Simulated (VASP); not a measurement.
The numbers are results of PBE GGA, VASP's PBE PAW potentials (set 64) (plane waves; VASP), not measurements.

A VASP calculation is set up with these files.

**KPOINTS**
```
K-points
0
Gamma
6 6 6
```

### INCAR
```
ALGO = Normal
EDIFF = 1E-6
EDIFFG = -0.02
ENCUT = 620
GGA = PE
IBRION = 2
ISIF = 3
ISMEAR = 0
LASPH = .True.
LCHARG = .False.
LMAXMIX = 6
LREAL = .False.
LWAVE = .False.
NELM = 100
NSW = 40
PREC = Accurate
PSTRESS = 200
SIGMA = 0.05
SYSTEM = BaHfO3
```

### POSCAR
```
BaHfO3
1.0
  4.1228509695   0.0000000000   0.0000000000
  0.0000000000   4.1228509695   0.0000000000
  0.0000000000   0.0000000000   4.1228509695
Ba Hf O
1 1 3
Cartesian
  0.0000000000   0.0000000000   0.0000000000
  2.0614254847   2.0614254847   2.0614254847
  2.0614254847   0.0000000000   2.0614254847
  0.0000000000   2.0614254847   2.0614254847
  2.0614254847   2.0614254847   0.0000000000
```

POTCAR, in this order: Ba_sv Hf_pv O (PBE.64 set). Program: vasp_std.

The resulting files:

**OSZICAR**
```
       N       E                     dE             d eps       ncg     rms          rms(c)
DAV:   1     0.257673375435E+03    0.25767E+03   -0.23714E+04   920   0.185E+03
DAV:   2    -0.373741893634E+02   -0.29505E+03   -0.28977E+03  1254   0.373E+02
DAV:   3    -0.501435992502E+02   -0.12769E+02   -0.12751E+02  1197   0.771E+01
DAV:   4    -0.503772814740E+02   -0.23368E+00   -0.23363E+00  1328   0.977E+00
DAV:   5    -0.503845521909E+02   -0.72707E-02   -0.72706E-02  1271   0.979E-01    0.647E+01
DAV:   6    -0.435505016572E+02    0.68341E+01   -0.41220E+01  1053   0.388E+01    0.558E+01
DAV:   7    -0.434631421619E+02    0.87359E-01   -0.22288E+00  1220   0.104E+01    0.337E+01
DAV:   8    -0.434556532782E+02    0.74889E-02   -0.24836E-01  1154   0.438E+00    0.508E+00
DAV:   9    -0.434428453216E+02    0.12808E-01   -0.85789E-02  1165   0.185E+00    0.171E+00
DAV:  10    -0.434425770433E+02    0.26828E-03   -0.93308E-03  1167   0.670E-01    0.507E-01
DAV:  11    -0.434424865237E+02    0.90520E-04   -0.63054E-04  1173   0.180E-01    0.132E-01
DAV:  12    -0.434425194923E+02   -0.32969E-04   -0.77094E-05  1309   0.631E-02    0.161E-01
DAV:  13    -0.434425232652E+02   -0.37729E-05   -0.87091E-06  1186   0.220E-02    0.573E-03
DAV:  14    -0.434425231646E+02    0.10060E-06   -0.74707E-07   845   0.674E-03
   1 F= -.34694452E+02 E0= -.34694452E+02  d E =-.346945E+02
       N       E                     dE             d eps       ncg     rms          rms(c)
DAV:   1    -0.454049176514E+02   -0.19624E+01   -0.92581E+01   948   0.779E+01    0.348E+01
DAV:   2    -0.425819379979E+02    0.28230E+01   -0.11645E+01   990   0.228E+01    0.946E+00
DAV:   3    -0.421520688320E+02    0.42987E+00   -0.78397E-01  1242   0.701E+00    0.576E+00
DAV:   4    -0.420864413707E+02    0.65627E-01   -0.34359E-01  1234   0.405E+00    0.430E+00
DAV:   5    -0.420884567909E+02   -0.20154E-02   -0.13919E-02  1169   0.698E-01    0.306E+00
DAV:   6    -0.420913057696E+02   -0.28490E-02   -0.10986E-02  1054   0.704E-01    0.114E+00
DAV:   7    -0.420909598852E+02    0.34588E-03   -0.22779E-03  1053   0.297E-01    0.197E-01
DAV:   8    -0.420909656513E+02   -0.57660E-05   -0.50904E-05  1168   0.555E-02    0.983E-02
DAV:   9    -0.420909772555E+02   -0.11604E-04   -0.97708E-05  1175   0.863E-02    0.192E-02
DAV:  10    -0.420909779311E+02   -0.67556E-06   -0.59467E-06  1119   0.177E-02
   2 F= -.34407926E+02 E0= -.34407926E+02  d E =0.286525E+00
       N       E                     dE             d eps       ncg     rms          rms(c)
DAV:   1    -0.445608588163E+02   -0.24699E+01   -0.38165E+01   948   0.487E+01    0.239E+01
DAV:   2    -0.433933071877E+02    0.11676E+01   -0.55945E+00  1004   0.154E+01    0.633E+00
DAV:   3    -0.431995801168E+02    0.19373E+00   -0.33783E-01  1071   0.447E+00    0.411E+00
DAV:   4    -0.431655704886E+02    0.34010E-01   -0.18193E-01  1164   0.285E+00    0.283E+00
DAV:   5    -0.431657656161E+02   -0.19513E-03   -0.63088E-03  1245   0.436E-01    0.381E+00
DAV:   6    -0.431675311432E+02   -0.17655E-02   -0.50749E-03  1230   0.506E-01    0.781E-01
DAV:   7    -0.431672619462E+02    0.26920E-03   -0.77547E-04  1106   0.172E-01    0.488E-01
DAV:   8    -0.431672365838E+02    0.25362E-04   -0.31506E-05  1279   0.392E-02    0.440E-01
DAV:   9    -0.431671161911E+02    0.12039E-03   -0.39875E-04  1158   0.139E-01    0.194E-01
DAV:  10    -0.431670917842E+02    0.24407E-04   -0.13178E-04  1147   0.695E-02    0.753E-02
DAV:  11    -0.431670933548E+02   -0.15706E-05   -0.32481E-06  1025   0.129E-02    0.364E-02
DAV:  12    -0.431670925109E+02    0.84395E-06   -0.70857E-06  1144   0.183E-02
   3 F= -.34795223E+02 E0= -.34795223E+02  d E =-.100771E+00
       N       E                     dE             d eps       ncg     rms          rms(c)
DAV:   1    -0.431582831244E+02    0.88102E-02   -0.63814E-03   948   0.632E-01    0.283E-01
DAV:   2    -0.431580856757E+02    0.19745E-03   -0.92593E-04  1004   0.198E-01    0.703E-02
DAV:   3    -0.431580544681E+02    0.31208E-04   -0.55392E-05  1255   0.570E-02    0.461E-02
DAV:   4    -0.431580494948E+02    0.49733E-05   -0.28157E-05  1206   0.357E-02    0.345E-02
DAV:   5    -0.431580490044E+02    0.49046E-06   -0.10627E-06   779   0.617E-03
   4 F= -.34795296E+02 E0= -.34795296E+02  d E =-.100844E+00
```

File OUTCAR:
```
------------------------ aborting loop because EDIFF is reached ----------------------------------------
  FORCE on cell =-STRESS in cart. coord.  units (eV):
  Direction    XX          YY          ZZ          XY          YZ          ZX
  --------------------------------------------------------------------------------------
  Total        8.3424931      8.3424931      8.3424931      0.0000000      0.0000000      0.0000000
  in kB      199.5154652    199.5154652    199.5154652      0.0000000      0.0000000      0.0000000
  external PRESSURE =      -0.4845348 kB  Pullay stress =     200.0000000 kB
  volume of cell :       66.99
      direct lattice vectors                 reciprocal lattice vectors
     4.061408038 -0.000000000  0.000000000     0.246220028 -0.000000000  0.000000000
     0.000000000  4.061408038 -0.000000000     0.000000000  0.246220028  0.000000000
    -0.000000000  0.000000000  4.061408038    -0.000000000  0.000000000  0.246220028
 POSITION                                       TOTAL-FORCE (eV/Angst)
 -----------------------------------------------------------------------------------
      0.00000      0.00000      0.00000        -0.000000      0.000000      0.000000
      2.03070      2.03070      2.03070        -0.000000      0.000000      0.000000
      2.03070     -0.00000      2.03070        -0.000000      0.000000      0.000000
      0.00000      2.03070      2.03070         0.000000      0.000000      0.000000
      2.03070      2.03070      0.00000        -0.000000      0.000000      0.000000
 -----------------------------------------------------------------------------------
    total drift:                                0.000000      0.000000      0.000000
  FREE ENERGIE OF THE ION-ELECTRON SYSTEM (eV)
  ---------------------------------------------------
  free  energy   TOTEN  =       -43.1580490044 eV

  energy  without entropy=      -43.1580490044  energy(sigma->0) =      -43.15804900
  enthalpy is  TOTEN    =       -34.7952957090 eV   P V=        8.3627532954

 reached required accuracy - stopping structural energy minimisation
```
(Selected blocks of OUTCAR.)

**CONTCAR**
```
BaHfO3
   1.00000000000000
     4.0614080375028463   -0.0000000000000000    0.0000000000000000
     0.0000000000000000    4.0614080375028463   -0.0000000000000000
    -0.0000000000000000    0.0000000000000000    4.0614080375028463
  Ba              Hf              O
     1     1     3
Direct
     0.0000000000000000    0.0000000000000000    0.0000000000000000
     0.5000000000000000    0.5000000000000000    0.5000000000000000
     0.5000000000000000    0.0000000000000000    0.5000000000000000
     0.0000000000000000    0.5000000000000000    0.5000000000000000
     0.5000000000000000    0.5000000000000000    0.0000000000000000
```

Energy and stress use the plane-wave basis of the starting cell.

The compound is BaHfO3 in the cubic perovskite structure. This run relaxes it under an external pressure of 20 GPa. Symmetry was kept, so distortions that lower it aren't found.
